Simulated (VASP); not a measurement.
# N on Ni(100): which site?

Which site of Ni(100) does N prefer, and what does it do to the work function?

Program: VASP 6.6.1. Level of theory: RPBE, spin-polarised from a ferromagnetic start (one magnetic atom a cell); plane waves and PAW (Ni), in the first sound run; inputs show where later runs differ. Results are calculated unless marked as measured.

Report form: the programs' logs are mostly left out.

### Step 1. Starting point

The structure is cubic, space group Fm-3m (No. 225). Conventional cell: a = 3.520 Å, b = 3.520 Å, c = 3.520 Å, α = 90.00°, β = 90.00°, γ = 90.00°. Nearest to Ni lie 12 Ni at 2.49 Å.

As a file:

```xyz
1
Lattice="0.0000 1.7600 1.7600 1.7600 0.0000 1.7600 1.7600 1.7600 0.0000" Properties=species:S:1:pos:R:3 pbc="T T T"
Ni    0.0000    0.0000    0.0000
```

### Step 2. The bulk reference, job relaxation, k-mesh 19×19×19

The bulk crystal is relaxed first, so that the slabs are cut at this functional's lattice.

Contents of INCAR:

```
SYSTEM = Ni
PREC = Accurate
ENCUT = 570
EDIFF = 1E-06
NELM = 120
ISMEAR = 1
SIGMA = 0.15
LREAL = .FALSE.
ALGO = Normal
GGA = RP
NBANDS = 12
ISPIN = 2
MAGMOM = 1
LASPH = .TRUE.
LMAXMIX = 4
LORBIT = 11
LWAVE = .FALSE.
LCHARG = .FALSE.
KPAR = 4
IBRION = 2
NSW = 30
ISIF = 3
EDIFFG = -0.01
POTIM = 0.4
```

Contents of POSCAR:

```
Ni
1.0
    0.0000000000      1.7600000000      1.7600000000
    1.7600000000      0.0000000000      1.7600000000
    1.7600000000      1.7600000000      0.0000000000
Ni
1
Direct
    0.0000000000      0.0000000000      0.0000000000
```

Contents of KPOINTS:

```
Automatic mesh
0
Gamma
19 19 19
0 0 0
```

Potentials, in the order of the species: Ni (PBE family, release 64).

The run is started by

```sh
$ mpirun -np 4 vasp_std
```

Elapsed: 26 s, on 4 MPI ranks of Intel Xeon Platinum 8559C (Emerald Rapids), shared host; peak memory 0.64 GiB.

The cell holds one magnetic atom, so no antiferromagnetic order fits into it. The PAW data sets were made with PBE, which is usual practice but a small mismatch for other functionals. The run keeps the 48 symmetry operations of its start, so it cannot find a distortion of lower symmetry.

The steps of the relaxation:

```
step  energy less that of the first step (eV)  largest force (eV/Å)  pressure (GPa)  volume (Å³)
   1                                   0.0000                0.0000            5.34        10.90
   2                                  -0.0044                0.0000           -2.09        11.37
   3                                  -0.0054                0.0000           -0.02        11.23
```

```
conventional cell, symmetrised  before  after  change
                         a (Å)   3.520  3.555  +1.0 %
                         b (Å)   3.520  3.555  +1.0 %
                         c (Å)   3.520  3.555  +1.0 %
              volume (Å³/atom)   10.90  11.23  +3.0 %
```

Final coordinates:

```xyz
1
Lattice="0.0000 1.7774 1.7774 1.7774 0.0000 1.7774 1.7774 1.7774 0.0000" Properties=species:S:1:pos:R:3 pbc="T T T"
Ni    0.0000    0.0000    0.0000
```

This step gave:

| Item | Value |
| --- | --- |
| electronic cycles | 29 |
| electrons | 10 |
| free energy (TOTEN) | -4.952 eV |
| Fermi energy | 9.107 eV |
| moment of the cell, from the last line of the log | 0.6679 μB |
| metallic | yes |

Spin moment in the PAW sphere by atom:

```
atom  spin moment in the PAW sphere (μB)
 Ni1                               0.684
```

The run ended after 3 ionic steps, 0.005 eV below its first step, once forces and stress met EDIFFG = -0.01.

Energy at zero smearing: -4.95168 eV.

### Step 3. The bulk reference, job self-consistent run, k-mesh 22×22×22

Contents of INCAR:

```
SYSTEM = Ni
PREC = Normal
ENCUT = 440
EDIFF = 1E-06
NELM = 120
ISMEAR = 1
SIGMA = 0.15
LREAL = .FALSE.
ALGO = Fast
GGA = RP
NBANDS = 12
ISPIN = 2
MAGMOM = 1
LASPH = .TRUE.
LMAXMIX = 4
LORBIT = 11
LWAVE = .FALSE.
LCHARG = .FALSE.
KPAR = 4
```

Contents of POSCAR:

```
Ni
1.0
    0.0000000000      1.7773895243      1.7773895243
    1.7773895243      0.0000000000      1.7773895243
    1.7773895243      1.7773895243      0.0000000000
Ni
1
Direct
    0.0000000000      0.0000000000      0.0000000000
```

Contents of KPOINTS:

```
Automatic mesh
0
Gamma
22 22 22
0 0 0
```

The run is started by

```sh
$ mpirun -np 4 vasp_std
```

Run time: 8 s. Hardware: 4 MPI ranks; peak memory 0.58 GiB; 29 s of CPU time.

This step gave:

* electronic cycles: 13
* free energy (TOTEN): -4.953 eV
* Fermi energy: 9.103 eV
* moment of the cell, from the last line of the log: 0.6491 μB

Energy at zero smearing: -4.95267 eV.

The run ends at a pressure of -0.42 GPa.

### Step 4. Relaxing the slab

This step: RPBE, spin-polarised from a ferromagnetic start; plane waves and PAW (Ni) (VASP 6.6.1).

System of this step: Ni(100). The cell holds 16 atoms: 16 Ni. Cell: a = 5.027 Å, b = 5.027 Å, c = 20.332 Å, α = 90.0°, β = 90.0°, γ = 90.0°. It derives from Ni. 4 layers of fcc Ni, cut at this functional's lattice. Vacuum lies along c.

The free atoms relax, while those held by selective dynamics keep their cut positions.

Contents of INCAR:

```
SYSTEM = Ni
PREC = Normal
ENCUT = 440
EDIFF = 1E-05
NELM = 120
ISMEAR = 1
SIGMA = 0.15
LREAL = Auto
ALGO = Fast
GGA = RP
NBANDS = 117
ISPIN = 2
MAGMOM = 1 1 1 1 1 1 1 1 1 1 1 1 1 1 1 1
LASPH = .TRUE.
LMAXMIX = 4
LORBIT = 11
LWAVE = .FALSE.
LCHARG = .FALSE.
KPAR = 2
NCORE = 2
IBRION = 2
NSW = 40
ISIF = 2
EDIFFG = -0.03
POTIM = 0.4
MAXMIX = 40
IDIPOL = 3
LDIPOL = .TRUE.
DIPOL = 0.5 0.5 0.5
```

Contents of POSCAR:

```
Ni
1.0
    5.0272167418      0.0000000000      0.0000000000
    0.0000000000      5.0272167418      0.0000000000
    0.0000000000      0.0000000000     20.3321685729
Ni
16
Selective dynamics
Direct
    0.2500000000      0.2500000000      0.3688735900  F F F
    0.7500000000      0.2500000000      0.3688735900  F F F
    0.2500000000      0.7500000000      0.3688735900  F F F
    0.7500000000      0.7500000000      0.3688735900  F F F
    0.0000000000      0.0000000000      0.4562912000  F F F
    0.5000000000      0.0000000000      0.4562912000  F F F
    0.0000000000      0.5000000000      0.4562912000  F F F
    0.5000000000      0.5000000000      0.4562912000  F F F
    0.2500000000      0.2500000000      0.5437088000  T T T
    0.7500000000      0.2500000000      0.5437088000  T T T
    0.2500000000      0.7500000000      0.5437088000  T T T
    0.7500000000      0.7500000000      0.5437088000  T T T
    0.0000000000      0.0000000000      0.6311264100  T T T
    0.5000000000      0.0000000000      0.6311264100  T T T
    0.0000000000      0.5000000000      0.6311264100  T T T
    0.5000000000      0.5000000000      0.6311264100  T T T
```

Contents of KPOINTS:

```
Automatic mesh
0
Gamma
5 5 1
0 0 0
```

The run is started by

```sh
$ mpirun -np 4 vasp_std
```

It took 3.4 min on 4 MPI ranks; peak memory 1.4 GiB.

The magnetic state follows from one typed start and may not be the lowest. The run keeps the 8 symmetry operations of its start, so it cannot find a distortion of lower symmetry.

The steps of the relaxation:

```
step  energy less that of the first step (eV)  largest force (eV/Å)
   1                                   0.0000                0.3630
   2                                  -0.0267                0.2045
   3                                  -0.0402                0.0472
   4                                  -0.0405                0.0242
```

The atoms that moved most (Å):

```
atom     dx     dy      dz  length
 Ni9  0.000  0.000   0.033   0.033
Ni10  0.000  0.000   0.033   0.033
Ni11  0.000  0.000   0.033   0.033
Ni12  0.000  0.000   0.033   0.033
Ni13  0.000  0.000  -0.026   0.026
Ni14  0.000  0.000  -0.026   0.026
Ni15  0.000  0.000  -0.026   0.026
Ni16  0.000  0.000  -0.026   0.026
```

The relaxed structure:

```
Ni
1.0
     5.02722    0.00000    0.00000
     0.00000    5.02722    0.00000
     0.00000    0.00000   20.33217
Ni
16
Direct
  0.25000 0.25000 0.36887
  0.75000 0.25000 0.36887
  0.25000 0.75000 0.36887
  0.75000 0.75000 0.36887
  0.00000 0.00000 0.45629
  0.50000 0.00000 0.45629
  0.00000 0.50000 0.45629
  0.50000 0.50000 0.45629
  0.25000 0.25000 0.54532
  0.75000 0.25000 0.54532
  0.25000 0.75000 0.54532
  0.75000 0.75000 0.54532
  0.00000 0.00000 0.62983
  0.50000 0.00000 0.62983
  0.00000 0.50000 0.62983
  0.50000 0.50000 0.62983
```

This step gave:

- electronic cycles: 55
- electrons: 160
- free energy (TOTEN): -73.0418 eV
- energy at zero smearing: -73.0421 eV
- Fermi energy: 0.2003 eV
- moment of the cell, from the last line of the log: 11.79 μB
- dipole moment: 0, 0, 1.84e-4 e·Å

Spin moment in the PAW sphere by atom:

```
atom  spin moment in the PAW sphere (μB)
 Ni1                               0.786
 Ni2                               0.786
 Ni3                               0.786
 Ni4                               0.786
 Ni5                               0.735
 Ni6                               0.735
 Ni7                               0.735
 Ni8                               0.735
 Ni9                               0.736
Ni10                               0.736
Ni11                               0.736
Ni12                               0.736
Ni13                               0.779
Ni14                               0.779
Ni15                               0.779
Ni16                               0.779
```

The run ended after 4 ionic steps, 0.040 eV below its first step, once the forces on the free atoms met EDIFFG = -0.03.

### Step 5. Potential and states of the slab

A static run writes the electrostatic potential without exchange and correlation (LVHAR), which is flat in the vacuum and gives the level to count from. The dipole correction cancels the field that unlike faces would set up across the vacuum.

INCAR, as its differences from that of step 4:

```diff
@@ -3,3 +3,3 @@
 ENCUT = 440
-EDIFF = 1E-05
+EDIFF = 1E-06
 NELM = 120
@@ -20,8 +20,2 @@
 NCORE = 2
-IBRION = 2
-NSW = 40
-ISIF = 2
-EDIFFG = -0.03
-POTIM = 0.4
-MAXMIX = 40
 IDIPOL = 3
@@ -29 +23,4 @@
 DIPOL = 0.5 0.5 0.5
+LVHAR = .TRUE.
+LVACPOTAV = .TRUE.
+NEDOS = 1500
```

Contents of POSCAR:

```
Ni
1.0
    5.0272167418      0.0000000000      0.0000000000
    0.0000000000      5.0272167418      0.0000000000
    0.0000000000      0.0000000000     20.3321685729
Ni
16
Selective dynamics
Direct
    0.2500000000      0.2500000000      0.3688735900  F F F
    0.7500000000      0.2500000000      0.3688735900  F F F
    0.2500000000      0.7500000000      0.3688735900  F F F
    0.7500000000      0.7500000000      0.3688735900  F F F
    0.0000000000      0.0000000000      0.4562912000  F F F
    0.5000000000      0.0000000000      0.4562912000  F F F
    0.0000000000      0.5000000000      0.4562912000  F F F
    0.5000000000      0.5000000000      0.4562912000  F F F
    0.2500000000      0.2500000000      0.5453232453  T T T
    0.7500000000      0.2500000000      0.5453232453  T T T
    0.2500000000      0.7500000000      0.5453232453  T T T
    0.7500000000      0.7500000000      0.5453232453  T T T
    0.0000000000      0.0000000000      0.6298322342  T T T
    0.5000000000      0.0000000000      0.6298322342  T T T
    0.0000000000      0.5000000000      0.6298322342  T T T
    0.5000000000      0.5000000000      0.6298322342  T T T
```

KPOINTS is that of step 4.

The run is started by

```sh
$ mpirun -np 4 vasp_std
```

Wall time 2.6 min (4 MPI ranks); peak memory 1.4 GiB; 10 min of CPU time.

This step gave:

```
electronic cycles                          : 43
Fermi energy                               : 0.2004 eV
dipole moment                              : 0, 0, 2.03e-4 e·Å
vacuum levels                              : 4.898, 4.897 eV
work functions of the upper and lower face : 4.698, 4.697 eV
```

Zero at the Fermi level. Planar average of the electrostatic potential against height:

```
height (Å)  planar average of the electrostatic potential (eV)
       0.0                                                4.70
       0.5                                                4.70
       1.0                                                4.70
       1.5                                                4.70
       2.0                                                4.70
       2.5                                                4.70
       3.0                                                4.70
       3.5                                                4.70
       4.0                                                4.69
       4.5                                                4.68
       5.0                                                4.63
       5.5                                                4.46
       6.0                                                3.86
       6.5                                                1.76
       7.0                                               -6.61
       7.5                                               -16.9
       8.0                                               -6.91
       8.5                                               -2.30
       9.0                                               -13.3
       9.5                                               -14.6
      10.0                                               -2.75
      10.5                                               -5.00
      11.0                                               -16.7
      11.5                                               -9.72
      12.0                                               -2.61
      12.5                                               -12.5
      13.0                                               -15.0
      13.5                                               -2.04
      14.0                                                2.88
      14.5                                                4.18
      15.0                                                4.55
      15.5                                                4.66
      16.0                                                4.69
      16.5                                                4.69
      17.0                                                4.70
      17.5                                                4.70
      18.0                                                4.70
      18.5                                                4.70
      19.0                                                4.70
      19.5                                                4.70
      20.0                                                4.70
```

Density of states in the PAW spheres, an atom over height of the layer and energy from the Fermi level.

Ten even steps from '_' (0.01 states/eV) to '@' (3.91 states/eV), each cell a mean:
```
::::::::
++----++
++----++
@@%%##@@
@@****@@
##****##
**++++**
==****++
--====--
::====--
::====::
..----..
__....__
________
________
________
________
________
________
________
________
________
```
Columns: height of the layer (Å) from 7.5 to 12.8; rows upwards: energy from the Fermi level (eV) from -7.9 to 0.5.

Force by atom:

```
atom  x (eV/Å)  y (eV/Å)  z (eV/Å)   size
 Ni1     0.000     0.000     0.306  0.306
 Ni2     0.000     0.000     0.306  0.306
 Ni3     0.000     0.000     0.306  0.306
 Ni4     0.000     0.000     0.306  0.306
 Ni5     0.000     0.000    -0.260  0.260
 Ni6     0.000     0.000    -0.260  0.260
 Ni7     0.000     0.000    -0.260  0.260
 Ni8     0.000     0.000    -0.260  0.260
 Ni9     0.000     0.000    -0.019  0.019
Ni10     0.000     0.000    -0.019  0.019
Ni11     0.000     0.000    -0.019  0.019
Ni12     0.000     0.000    -0.019  0.019
Ni13     0.000     0.000    -0.028  0.028
Ni14     0.000     0.000    -0.028  0.028
Ni15     0.000     0.000    -0.028  0.028
Ni16     0.000     0.000    -0.028  0.028
```

The map of layer states is cut here 0.5 eV above the Fermi level, so it leaves out the states above that.

The vacuum level lies 4.70 eV above the Fermi level at the upper face; both faces agree, as the slab has next to no dipole.

The program found no field-free point at its default tolerance, but its printed level agrees with the flat part of the planar average.

On this mesh the fine structure of the density of states is sampling noise, and high empty states may be cut by the number of bands.

(Part 1 of 3 ends here.)

[Lines on the potential files, build, host, timing and source positions are cut from VASP's logs without a mark.]

[Logs are printed without paths, hosts, clocks, repeated set-up lines and the standing remarks that a program may print on its own settings, such as how far it seeks lower states.]

[Hosts, paths, dates, database ids (printed as entryN), source tags and the programs' standing remarks are cut or masked in the printed files.]

[Runs that stopped without an error message from VASP are left out.]
